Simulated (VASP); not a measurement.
An input for Quantum ESPRESSO's pw.x (written as the equivalent of a VASP run, and not itself run):

```
&CONTROL
  calculation = 'scf'
  pseudo_dir = './pseudo'
  outdir = './out'
  tprnfor = .true.
  tstress = .true.
/
&SYSTEM
  ibrav = 0
  nat = 4
  ntyp = 2
  ecutwfc = 84
  occupations = 'tetrahedra'
  input_dft = 'pz'
/
&ELECTRONS
  conv_thr = 7.3e-09
  electron_maxstep = 100
/
ATOMIC_SPECIES
  B 10.810 B.upf
  N 14.007 N.upf
CELL_PARAMETERS angstrom
     1.2453450   -2.1570013    0.0000000
     1.2453450    2.1570013    0.0000000
     0.0000000    0.0000000    6.4613566
ATOMIC_POSITIONS crystal
  B    0.3333330  0.6666670  0.2500000
  B    0.6666670  0.3333330  0.7500000
  N    0.6666670  0.3333330  0.2500000
  N    0.3333330  0.6666670  0.7500000
K_POINTS automatic
  11 11 4 0 0 0
```

Task: Write the VASP files for the same calculation (LDA).

Result: Several could match; the one computed here: 
INCAR:
```
SYSTEM = BN
PREC = Accurate
ENCUT = 520
EDIFF = 1E-7
NELM = 100
ALGO = Normal
LREAL = .FALSE.
LASPH = .TRUE.
ISMEAR = -5
LWAVE = .FALSE.
LCHARG = .TRUE.
LORBIT = 11
NEDOS = 601
ISIF = 2
```

**KPOINTS**
```
Automatic
0
Gamma
 11 11 4
```

### POSCAR
```
BN
1
    1.2453450399    -2.1570012647     0.0000000000
    1.2453450399     2.1570012647     0.0000000000
    0.0000000000     0.0000000000     6.4613565673
B N
2 2
Direct
  0.3333330000   0.6666670000   0.2500000000
  0.6666670000   0.3333330000   0.7500000000
  0.6666670000   0.3333330000   0.2500000000
  0.3333330000   0.6666670000   0.7500000000
```

POTCAR, in this order: B N (LDA.64 set). Program: vasp_std.

What does not carry over: the potentials are each code's own (VASP's PAW set, PseudoDojo norm-conserving files in pw.x), so ENCUT and ecutwfc are chosen apart and not converted; conv_thr bounds pw.x's estimated SCF error, while EDIFF bounds the energy change between steps.

The compound is BN in the hex structure. It was relaxed first.
